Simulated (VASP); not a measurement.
Given:

```
CELL_PARAMETERS angstrom
      0.00000     2.79000     2.79000
      2.79000     0.00000     2.79000
      2.79000     2.79000     0.00000
ATOMIC_POSITIONS crystal
  Ca 0.00000 0.00000 0.00000
```

The numbers are results of PBE GGA, VASP's PBE PAW potentials (set 64) (plane waves; VASP), not measurements. Numerical set-up: 300 eV cut-off, 10×10×10 Γ-centred mesh, Gaussian smearing of 0.050 eV, potentials Ca_sv.

Problem. What does the run give for the energy per atom (σ→0), band gap (on the k-mesh) with the smallest direct gap where there is one?

Solution. 
| Quantity | Value |
|---|---|
| band gap (on the k-mesh) | none (metal, semimetal or under 0.01 eV) |
| energy per atom (σ→0) | -1.937 eV/atom |

Total energies compare only between runs with the same potentials, cut-off and functional.

The structure is a typed Ca crystal. The cell was not relaxed at this level.
